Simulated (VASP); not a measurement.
The system is HfSiO4.

```
CELL_PARAMETERS angstrom
-3.28625 3.28625 2.98160
3.28625 -3.28625 2.98160
3.28625 3.28625 -2.98160
ATOMIC_POSITIONS crystal
Hf 0.75000 0.25000 0.50000
Hf 0.00000 0.00000 0.00000
Si 0.25000 0.75000 0.50000
Si 0.50000 0.50000 0.00000
O 0.13530 0.31980 0.81550
O 0.06980 0.75430 0.68450
O 0.50430 0.31980 0.18450
O 0.06980 0.38530 0.31550
O 0.61470 0.93020 0.68450
O 0.68020 0.86470 0.18450
O 0.24570 0.93020 0.31550
O 0.68020 0.49570 0.81550
```

| Quantity | Value |
| --- | --- |
| Program | VASP 6.6.1 |
| Task | relaxation of cell and atoms |
| Functional | PBE |
| Potentials or basis | VASP PAW PBE potentials, release 64 (Hf_pv, Si, O) |
| Cutoff | 520 eV |
| k mesh | 6 × 6 × 6 |
| Occupations | gaussian, width 0.03 eV |
| Spin | no spin polarisation |

At the start: pressure 5.8 GPa; volume 10.73 Å³/atom.

Task: How do energy, volume and symmetry change on relaxing?

Result: Over 9 steps the energy falls by 5.3 meV/atom and the volume is 10.97 Å³/atom (+2.2 %); space group I4_1/amd (No. 141, to 0.05 Å).

The path:
```tsv
step	energy change (eV)	largest force (eV/Å)	pressure (GPa)	volume (Å³)
1	0.0000	0.5300	5.81	128.80
2	0.1640	1.1627	-8.80	136.19
3	-0.0611	0.1245	0.38	131.24
4	-0.0612	0.1134	0.48	131.19
5	-0.0627	0.0772	-0.29	131.83
6	-0.0632	0.0432	-0.09	131.62
7	-0.0632	0.0421	-0.05	131.61
8	-0.0637	0.0246	-0.01	131.61
9	-0.0639	0.0038	0.04	131.60
```

Final structure:
```
Hf Si O
1.0
    -3.30994    3.30994    3.00307
     3.30994   -3.30994    3.00307
     3.30994    3.30994   -3.00307
Hf Si O
2 2 8
Direct
  0.75000 0.25000 0.50000
  0.00000 0.00000 0.00000
  0.25000 0.75000 0.50000
  0.50000 0.50000 0.00000
  0.13365 0.31842 0.81524
  0.06842 0.75318 0.68476
  0.50318 0.31842 0.18476
  0.06842 0.38365 0.31524
  0.61635 0.93158 0.68476
  0.68158 0.86635 0.18476
  0.24682 0.93158 0.31524
  0.68158 0.49682 0.81524
```
